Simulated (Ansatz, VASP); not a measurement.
# MoI in VASP and in Ansatz

INCAR

```
SYSTEM = MoI
ALGO = Normal
EDIFF = 1E-7
ENCUT = 520
GGA = PE
ISIF = 2
ISMEAR = -1
LASPH = .TRUE.
LCHARG = .FALSE.
LREAL = .FALSE.
LWAVE = .FALSE.
NBANDS = 18
NELM = 80
PREC = Accurate
SIGMA = 0.05
```

File KPOINTS:

```
k-points
0
G
  7 7 7
  0 0 0
```

POSCAR

```
MoI
1.0
    0.0000000000      3.2411976276      3.2411976276
    3.2411976276      0.0000000000      3.2411976276
    3.2411976276      3.2411976276      0.0000000000
Mo I
1 1
Direct
    0.0000000000      0.0000000000      0.0000000000
    0.7500000000      0.7500000000      0.7500000000
```

The input input.yaml:

```yaml
crystal:
  lattice:
    - [0.0, 3.2411976276, 3.2411976276]
    - [3.2411976276, 0.0, 3.2411976276]
    - [3.2411976276, 3.2411976276, 0.0]
  atoms:
    - { symbol: Mo, position: [0.0, 0.0, 0.0] }
    - { symbol: I, position: [0.75, 0.75, 0.75] }
kpoints:
  mp_grid: { grid: [7, 7, 7] }
scf:
  occupations: { method: fermi_dirac, width: 0.05 }
hamiltonian:
  xc: pbe
  pseudopotentials: { kind: all_electron, lapw: { basis_error: 0.0005 } }
output:
  forces: true
  stress: true
  eigenvalues: true
```

Change from the starting cell: volume scaled by 1.06.

Alike in both runs: task single point; functional PBE; k mesh 7 × 7 × 7; occupations fermi-dirac, width 0.05 eV; no spin polarisation.

```csv
,VASP,Ansatz
version,VASP 6.6.1,Ansatz 0.2.0
potentials or method,"VASP PAW PBE potentials, release 64 (Mo_sv, I)","all-electron LAPW, scalar-relativistic"
plane-wave cutoff (eV),520,see its input
```

Ansatz gave:

* gap on the k mesh at the Fermi level (eV): none
* pressure (GPa): -9.1

Task: Which values does VASP return?

Result: gap on the k mesh at the Fermi level (eV): none; pressure (GPa): -9.2.

A gap of «none» marks a metal or a gap that the smearing closes. Ansatz ran all-electron here, so the differences hold the error of VASP's frozen core and of both bases.

Caveats: an odd number of electrons without spin polarisation forces a metal; a magnetic or distorted state may lie lower. The runs have no spin-orbit coupling, so splittings on I are missing.
